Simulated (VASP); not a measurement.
A VASP calculation is set up with these files.

KPOINTS:
```
Automatic mesh
0
Gamma
7 7 5
0 0 0
```

**POSCAR**
```
Cl
1.0
  1.5200000000  -4.8064230000   0.0000000000
  1.5200000000   4.8064230000   0.0000000000
  0.0000000000   0.0000000000   4.0149550000
Cl
4
direct
  0.3983200000   0.6016800000   0.5805600000
  0.6016800000   0.3983200000   0.4194400000
  0.8983200000   0.1016800000   0.9194400000
  0.1016800000   0.8983200000   0.0805600000
```

INCAR:
```
SYSTEM = Cl
PREC = Accurate; ENCUT = 400; LREAL = F
LASPH = T
EDIFF = 1E-6; NELM = 100; ALGO = Normal
ISMEAR = 1; SIGMA = 0.01
GGA = PE
ISIF = 2
LWAVE = F; LCHARG = F
```

POTCAR, in this order: Cl (PBE.64 set). Program: vasp_std.

Write an equivalent input for Ansatz.

One equivalent input (not run):
Ansatz 0.2 input:
```yaml
crystal:
  lattice:
    - [1.5200000, -4.8064230, 0.0000000]
    - [1.5200000, 4.8064230, 0.0000000]
    - [0.0000000, 0.0000000, 4.0149550]
  atoms:
    - { symbol: Cl, position: [0.3983200, 0.6016800, 0.5805600] }
    - { symbol: Cl, position: [0.6016800, 0.3983200, 0.4194400] }
    - { symbol: Cl, position: [0.8983200, 0.1016800, 0.9194400] }
    - { symbol: Cl, position: [0.1016800, 0.8983200, 0.0805600] }
kpoints:
  mp_grid: { grid: [7, 7, 5] }
hamiltonian:
  xc: pbe
  pseudopotentials: { kind: paw }
scf:
  occupations: { method: methfessel_paxton, width: 0.01 }
  max_iter: 100
output: { forces: true, stress: true, eigenvalues: true }
```
What does not carry over: each code has its own PAW files, so the cut-off isn't converted (ENCUT is set for VASP's; basis.ecutwfc is left out, and Ansatz then takes the one that its files recommend); Ansatz stops its SCF on the density residual and VASP on the energy change (EDIFF).

The structure was generated: Cl was put into the black-P type (Cmce), which need not be its known phase. The cell was not relaxed at this level. The k-mesh is coarse (spacing up to 0.31 per Å, 2π included), so the numbers may not be converged in it. The run is one of a series of settings (ISMEAR = 1, SIGMA = 0.01 against the base run), some of them coarse on purpose.
